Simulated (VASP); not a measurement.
A run of VASP 6.6.1 is set up as follows.

run.py

```python
from ase import Atoms
from ase.calculators.vasp import Vasp
from ase.dft.bandgap import bandgap

atoms = Atoms(
    ['Au', 'Au', 'Au', 'Si'],
    cell=[[0.0, 3.285734, 3.285734], [3.285734, 0.0, 3.285734], [3.285734, 3.285734, 0.0]],
    scaled_positions=[[0.5, 0.5, 0.5], [0.75, 0.75, 0.75], [0.25, 0.25, 0.25], [0.0, 0.0, 0.0]],
    pbc=True,
)
calc = Vasp(
    directory='calc',
    xc='pbesol',
    pp='PBE',
    setups='recommended',
    prec='Accurate',
    encut=520,
    ediff=1e-06,
    ismear=0,
    sigma=0.05,
    lreal=False,
    lasph=True,
    nelm=60,
    algo='Normal',
    isif=2,
    lwave=False,
    lcharg=True,
    lelf=True,
    lvhar=True,
    kpts=[7, 7, 7],
    gamma=True,
    nbands=26,
)
atoms.calc = calc

print('energy (eV):', atoms.get_potential_energy())
print('free energy (eV):', atoms.get_potential_energy(force_consistent=True))
print('forces (eV/A):')
print(atoms.get_forces())
print('stress (eV/A^3, Voigt):', atoms.get_stress())
print('Fermi level (eV):', calc.get_fermi_level())
gap, top, bottom = bandgap(calc)
print('band gap (eV):', gap, 'from (spin, k, band)', top, 'to', bottom)
```

Potentials or basis: VASP PAW PBE potentials, release 64 (Au, Si).

Launch:

```console
$ python run.py
```

Problem. Estimate the pressure.

Solution. -7.8 GPa.

Problem. Predict the band gap on the k mesh.

Solution. None (metal or under the smearing width).

Caveat: the PAW data sets were made with another functional, which shifts forces and pressure a little. Spin-orbit coupling is left out, which matters for the levels of Au.
